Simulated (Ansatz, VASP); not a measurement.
# NiO: VASP beside Ansatz, part 2 of 2

Wanted: the spread between two codes on one cell, functional and k mesh. The cell is taken from a series of runs on this material, whose earlier steps may have relaxed, scaled, displaced or heated it; both programs get it as it stands.

VASP 6.6.1 and Ansatz 0.2.0.

So far: The structure; Ansatz: single point, HSE06.

## (3) VASP: single point, HSE06

Level of this step: HSE06, spin-polarised from a ferromagnetic start; plane waves and PAW (Ni, O) (VASP).

The same cell, functional, mesh and smearing now go to VASP, with its own data sets.

Lines of VASP's logs that name or quote its potential files are left out, and so is its time.

The run reads the wave functions of an earlier VASP run, which isn't shown here.

File INCAR:

```
SYSTEM = NiO
PREC = Accurate
ENCUT = 520
EDIFF = 1E-06
NELM = 100
ISMEAR = -1
SIGMA = 0.05
LREAL = .FALSE.
ALGO = Normal
LHFCALC = .TRUE.
AEXX = 0.25
GGA = PE
HFSCREEN = 0.208
LASPH = .TRUE.
NBANDS = 27
ISPIN = 2
MAGMOM = 1.73 1.73 0.24 0.24
LMAXMIX = 4
PRECFOCK = Fast
LORBIT = 11
LWAVE = .FALSE.
LCHARG = .FALSE.
KPAR = 16
ISIF = 2
```

File POSCAR:

```
NiO
1.0
    0.0000000000     -2.0859016410     -2.0859016410
    0.0000000000      2.0859016410     -2.0859016410
    4.1718032820      0.0000000000      0.0000000000
Ni O
2 2
Direct
    0.5000000000      0.5000000000      0.5000000000
    0.0000000000      0.0000000000      0.0000000000
    0.5000000000      0.5000000000      0.0000000000
    0.0000000000      0.0000000000      0.5000000000
```

File KPOINTS:

```
Automatic mesh
0
Gamma
8 8 6
0 0 0
```

Potentials, in the order of the species: Ni and O (PBE family, release 64).

Command:

```console
> mpirun -np 16 vasp_std
```

Numbers of over 12 decimals in the logs are rounded to 6 here.

The program printed:

```text
[banner, memory and clock lines left out]
running   16 mpi-ranks, on    1 nodes
 distrk:  each k-point on    1 cores,   16 groups
 distr:  one band on    1 cores,    1 groups

 POSCAR found type information on POSCAR NiO
 POSCAR found :  2 types and       4 ions
|                                                                             |
|           W    W    AA    RRRRR   N    N  II  N    N   GGGG   !!!           |
|           W    W   A  A   R    R  NN   N  II  NN   N  G    G  !!!           |
|           W    W  A    A  R    R  N N  N  II  N N  N  G       !!!           |
|           W WW W  AAAAAA  RRRRR   N  N N  II  N  N N  G  GGG   !            |
|           WW  WW  A    A  R   R   N   NN  II  N   NN  G    G                |
|           W    W  A    A  R    R  N    N  II  N    N   GGGG   !!!           |
|                                                                             |
|     For optimal performance we recommend to set                             |
|       NCORE = 2 up to number-of-cores-per-socket                            |
|     NCORE specifies how many cores store one orbital (NPAR=cpu/NCORE).      |
|     This setting can greatly improve the performance of VASP for DFT.       |
|     The default, NCORE=1 might be grossly inefficient on modern             |
|     multi-core architectures or massively parallel machines. Do your        |
|     Unfortunately you need to use the default for GW and RPA                |
|     calculations (for HF NCORE is supported but not extensively tested      |
|     yet).                                                                   |
|                                                                             |

 LDA part: xc-table for (Slater+PW92), standard interpolation
 found WAVECAR, reading the header
 POSCAR, INCAR and KPOINTS ok, starting setup
 FFT: planning ... GRIDC
 FFT: planning ... GRID_SOFT
 FFT: planning ... GRID
 reading WAVECAR
 the WAVECAR file was read successfully
 initial charge from wavefunction
 entering main loop
       N       E                     dE             d eps       ncg     rms          rms(c)
DAV:   1    -0.322071446649E+02   -0.32207E+02   -0.25166E+00  8823   0.249E+01    0.554E+00
DAV:   2    -0.325374983550E+02   -0.33035E+00   -0.69472E-01  9706   0.159E+01    0.466E+00
DAV:   3    -0.325580953157E+02   -0.20597E-01   -0.16181E-01  8440   0.399E+00    0.289E+00
DAV:   4    -0.325602694810E+02   -0.21742E-02   -0.13146E-02  7213   0.176E+00    0.172E+00
DAV:   5    -0.325595500427E+02    0.71944E-03   -0.25629E-03  8215   0.765E-01    0.930E-01
DAV:   6    -0.325595857737E+02   -0.35731E-04   -0.73988E-04  7771   0.606E-01    0.606E-01
DAV:   7    -0.325594946864E+02    0.91087E-04   -0.15689E-04  8167   0.198E-01    0.349E-01
DAV:   8    -0.325595006643E+02   -0.59780E-05   -0.54729E-05  8397   0.115E-01    0.208E-01
DAV:   9    -0.325594934768E+02    0.71875E-05   -0.27226E-05  7502   0.848E-02    0.113E-01
DAV:  10    -0.325594945952E+02   -0.11184E-05   -0.52370E-06  7632   0.430E-02    0.693E-02
DAV:  11    -0.325594937670E+02    0.82815E-06   -0.20095E-06  5744   0.206E-02
   1 F= -.32559494E+02 E0= -.32559494E+02  d E =-.137362E-10  mag=     4.0019
```

OUTCAR, selected parts (step 3):

```text
ion  position               nearest neighbor table
   1  0.500  0.500  0.500-   3 2.09   4 2.09   3 2.09   4 2.09   4 2.09   4 2.09   2 2.95   2 2.95
                             2 2.95   2 2.95   2 2.95   2 2.95   2 2.95   2 2.95
   2  0.000  0.000  0.000-   3 2.09   4 2.09   4 2.09   3 2.09   3 2.09   3 2.09   1 2.95   1 2.95
                             1 2.95   1 2.95   1 2.95   1 2.95   1 2.95   1 2.95
   3  0.500  0.500  0.000-   1 2.09   2 2.09   1 2.09   2 2.09   2 2.09   2 2.09
   4  0.000  0.000  0.500-   1 2.09   2 2.09   2 2.09   1 2.09   1 2.09   1 2.09

  LATTYP: Found a simple tetragonal cell.
 ALAT       =     2.9499103905
 C/A-ratio  =     1.4142135624

 Subroutine GETGRP returns: Found 16 space group operations
 (whereof 16 operations were pure point group operations)

The static configuration has the point symmetry D_4h.

 Found     60 irreducible k-points:

   k-points           NKPTS =     60   k-points in BZ     NKDIM =    384   number of bands    NBANDS=     27

   dimension x,y,z NGX =    24 NGY =   24 NGZ =   32
   dimension x,y,z NGXF=    48 NGYF=   48 NGZF=   64

   ENCUT  =  520.0 eV  38.22 Ry    6.18 a.u.   5.48  5.48  7.76*2*pi/ulx,y,z

   NELECT =      32.0000    total number of electrons

 k-points in reciprocal lattice and weights: Automatic mesh
   0.00000000  0.00000000  0.00000000       0.003
   0.12500000  0.00000000  0.00000000       0.010
   0.25000000  0.00000000  0.00000000       0.010
   0.37500000  0.00000000  0.00000000       0.010
   0.50000000  0.00000000  0.00000000       0.005
   0.12500000  0.12500000  0.00000000       0.010
   0.25000000  0.12500000  0.00000000       0.021
   0.37500000  0.12500000  0.00000000       0.021
   0.50000000  0.12500000  0.00000000       0.010
[...]
0.50000000  0.37500000  0.50000000       0.010
   0.50000000  0.50000000  0.50000000       0.003

  exchange ACFDT corr.  =         0.00000000  see jH, gK, PRB 81, 115126

 average (electrostatic) potential at core
       1 -77.8481       2 -77.8481       3 -61.2383       4 -61.2383

 E-fermi :   7.5371

 spin component 1
 k-point     1 :       0.0000    0.0000    0.0000
  band No.  band energies     occupation
    ...
     14       3.2350      1.00000
     15       3.2351      1.00000
     16       4.0840      1.00000
     17       4.0840      1.00000
     18       4.0841      1.00000
     19      10.1110      0.00000
     20      14.8302      0.00000
     21      19.8027      0.00000
     22      20.4822      0.00000
     23      25.9474      0.00000
    ...

 k-point     2 :       0.1250    0.0000    0.0000
  band No.  band energies     occupation
    ...
     14       3.3284      1.00000
     15       3.4665      1.00000
     16       3.8256      1.00000
     17       4.1745      1.00000
     18       4.5664      1.00000
     19      10.8645      0.00000
     20      15.3535      0.00000
     21      19.7331      0.00000
     22      20.1090      0.00000
     23      24.4592      0.00000
    ...

 k-point     3 :       0.2500    0.0000    0.0000
  band No.  band energies     occupation
    ...
     14       3.5799      1.00000
     15       3.6755      1.00000
     16       4.3175      1.00000
     17       4.6776      1.00000
     18       5.4536      1.00000
     19      12.4624      0.00000
     20      16.5845      0.00000
     21      19.0493      0.00000
     22      19.5889      0.00000
     23      22.2796      0.00000
    ...

 k-point     4 :       0.3750    0.0000    0.0000
  band No.  band energies     occupation
    ...
     14       3.7698      1.00000
     15       3.9084      1.00000
     16       4.3468      1.00000
     17       5.7062      1.00000
     18       6.1333      1.00000
     19      14.1990      0.00000
     20      17.4136      0.00000
     21      18.2247      0.00000
     22      19.5486      0.00000
     23      20.7277      0.00000
    ...

 k-point     5 :       0.5000    0.0000    0.0000
  band No.  band energies     occupation
    ...
     14       3.8364      1.00000
     15       4.1987      1.00000
     16       4.1987      1.00000
     17       6.2516      1.00000
     18       6.2516      1.00000
     19      15.8739      0.00000
     20      15.8740      0.00000
     21      19.8351      0.00000
     22      19.8351      0.00000
     23      19.8546      0.00000
    ...

 k-point     6 :       0.1250    0.1250    0.0000
  band No.  band energies     occupation
    ...
     14       3.3437      1.00000
     15       3.8525      1.00000
     16       4.1586      1.00000
     17       4.2284      1.00000
     18       4.2284      1.00000
     19      11.5619      0.00000
     20      15.8711      0.00000
     21      19.6775      0.00000
     22      19.9774      0.00000
     23      23.9425      0.00000
    ...

  Total        0.8353199      0.8362964      0.8362964      0.0000000      0.0000000      0.0000000
  in kB       36.8656539     36.9087520     36.9087520      0.0000000      0.0000000      0.0000000
  external PRESSURE =      36.8943860 kB  Pullay stress =       0.0000000 kB

  energy-cutoff  :      520.00
  volume of cell :       36.30
      direct lattice vectors                 reciprocal lattice vectors
     0.000000000 -2.085901641 -2.085901641     0.000000000 -0.239704495 -0.239704495
     0.000000000  2.085901641 -2.085901641     0.000000000  0.239704495 -0.239704495
     4.171803282  0.000000000  0.000000000     0.239704495  0.000000000  0.000000000

 POSITION                                       TOTAL-FORCE (eV/Angst)
 -----------------------------------------------------------------------------------
      2.08590      0.00000     -2.08590        -0.000000      0.000000     -0.000000
      0.00000      0.00000      0.00000         0.000000     -0.000000      0.000000
      0.00000      0.00000     -2.08590         0.000000     -0.000000     -0.000000
      2.08590      0.00000      0.00000         0.000000     -0.000000     -0.000000
 -----------------------------------------------------------------------------------
    total drift:                               -0.000089      0.000014      0.000010

  FREE ENERGIE OF THE ION-ELECTRON SYSTEM (eV)
  ---------------------------------------------------
  free  energy   TOTEN  =       -32.5594937670 eV

  energy  without entropy=      -32.5594937670  energy(sigma->0) =      -32.55949377

 total charge
# of ion       s       p       d       tot
------------------------------------------
    1        0.332   0.428   8.142   8.902
    2        0.332   0.428   8.142   8.902
    3        1.550   3.518   0.000   5.068
    4        1.550   3.518   0.000   5.068
--------------------------------------------------
tot          3.764   7.892  16.284  27.940

 magnetization (x)
# of ion       s       p       d       tot
------------------------------------------
    1        0.006   0.007   1.727   1.740
    2        0.006   0.007   1.727   1.740
    3        0.027   0.204   0.000   0.231
    4        0.027   0.204   0.000   0.231
--------------------------------------------------
tot          0.066   0.421   3.454   3.941

[... 6 further parts left out ...]
```

The run ends at a pressure of 3.69 GPa.

## (4) Side by side

Known differences besides the potentials themselves: exact exchange at q = 0 is treated differently, which shows on coarse meshes; VASP keeps PBE cores, Ansatz makes them for the functional; the data sets hold 48 valence electrons in Ansatz (on its default PAW (the set named soft_2) files) and 32 in VASP; the cutoff is 420 eV in Ansatz and 520 eV in VASP; VASP takes a coarser grid for exact exchange (PRECFOCK = Fast); site moments are counted in spheres of each program's own size. Total energies have different zeros and are not compared.

Compared:

| quantity | Ansatz | VASP | difference |
| --- | --- | --- | --- |
| gap on the k mesh (eV) | 3.028 | 2.962 | +0.065 |
| total moment (μB) | 4.00 | 4.00 | 0.00 |
| moment on Ni1 (μB) | 1.73 | 1.74 | -0.01 |
| moment on Ni2 (μB) | 1.73 | 1.74 | -0.01 |
| moment on O3 (μB) | 0.24 | 0.23 | +0.01 |
| moment on O4 (μB) | 0.24 | 0.23 | +0.01 |

A gap on the mesh is an upper bound, since the band edges may lie between its points.

## (5) Outcome

```json
{
 "difference in gap on the k mesh (single point, HSE06)": "0.065 eV"
}
```

What this shows: The difference in gap on the k mesh is 0.065 eV (single point, HSE06), within the 0.08 eV picked in this series as the mark of a large difference. The data sets hold unlike numbers of valence electrons (48 in Ansatz and 32 in VASP), so part of the differences comes from the potentials. How closely two codes agree says nothing of how well the functional describes the real material.

[Lines on the potential files, build, host, timing and source positions are cut from VASP's logs without a mark.]

[Logs are printed without paths, hosts, clocks, repeated set-up lines and the standing remarks that a program may print on its own settings, such as how far it seeks lower states.]

[Hosts, paths, dates, database ids (printed as entryN), source tags and the programs' standing remarks are cut or masked in the printed files.]
